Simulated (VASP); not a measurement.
Energy against volume of SrTiO3 (cubic perovskite). All values below come from LDA (Ceperley-Alder, Perdew-Zunger), VASP's LDA PAW potentials (set 64) (plane waves; VASP). Run with 520 eV cut-off, 7×7×7 Γ-centred mesh, Gaussian smearing of 0.050 eV, potentials Sr_sv Ti_sv O.

| V (Å³/atom) | E (eV/atom) |
|---|---|
| 11.172 | -8.82835 |
| 11.517 | -8.83553 |
| 11.863 | -8.82965 |
| 12.208 | -8.81271 |

Fit these four points and predict the energy of the run at 10.826 Å³/atom.

A cubic in V^(−2/3), the third-order Birch-Murnaghan form, passes through the four points with V0 = 11.53 Å³/atom and B0 = 201 GPa, and gives -8.8058 eV/atom there. The run gave -8.8059 eV/atom, -0.1 meV/atom from the fit; all five points give B0 = 200 GPa.

The compound is SrTiO3 in the cubic perovskite structure, the ideal cubic form; the compound distorts at low or room temperature. It was relaxed first.
